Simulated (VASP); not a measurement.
The system is Sr3B2C.

```xyz
6
Lattice="7.2600 0.0000 0.0000 -3.6300 6.2873 0.0000 0.0000 0.0000 3.5011" Properties=species:S:1:pos:R:3 pbc="T T T"
Sr    3.6300    0.0000    1.7505
Sr    1.8150    3.1437    1.7505
Sr   -1.8150    3.1437    1.7505
B     0.0000    4.1916    0.0000
B     3.6300    2.0958    0.0000
C     0.0000    0.0000    0.0000
```

The cell was built by a generator and needn't be a form met in nature.

The cell isn't the ideal one: volume scaled by 0.92.

| Property | Result |
| --- | --- |
| Program | VASP 6.6.1 |
| Task | relaxation of cell and atoms |
| Functional | optPBE-vdW |
| Potentials or basis | VASP PAW PBE potentials, release 64 (Sr_sv, B, C) |
| Cutoff | 600 eV |
| k mesh | 3 × 3 × 5 |
| Occupations | tetrahedron |
| Spin | spin-orbit coupling, no magnetisation |

At the start: pressure 2.6 GPa; volume 26.63 Å³/atom.

**Question.** Where does the relaxation end?

**Answer.** Over 6 steps the energy falls by 18.0 meV/atom and the volume is 29.00 Å³/atom (+8.9 %); space group P6/mmm (No. 191, to 0.05 Å).

The path:
| step | energy change (eV) | largest force (eV/Å) | pressure (GPa) | volume (Å³) |
| --- | --- | --- | --- | --- |
| 1 | 0.0000 | 0.0003 | 2.60 | 159.81 |
| 2 | -0.0988 | 0.0002 | 0.59 | 170.03 |
| 3 | -0.1056 | 0.0001 | -0.04 | 173.96 |
| 4 | -0.1056 | 0.0001 | 0.00 | 173.67 |
| 5 | -0.1066 | 0.0000 | 0.00 | 173.75 |
| 6 | -0.1080 | 0.0003 | 0.01 | 174.00 |

Final structure:
```xyz
6
Lattice="7.5131 0.0008 0.0000 -3.7558 6.5070 0.0000 0.0000 0.0000 3.5590" Properties=species:S:1:pos:R:3 pbc="T T T"
Sr    0.0007    6.5074    1.7795
Sr    1.8787    3.2539    1.7795
Sr   -1.8779    3.2535    1.7795
B     0.0005    4.3383    0.0000
B     3.7568    2.1695    0.0000
C     0.0000    0.0000    0.0000
```

Caveat: the PAW data sets were made with another functional, which shifts forces and pressure a little.
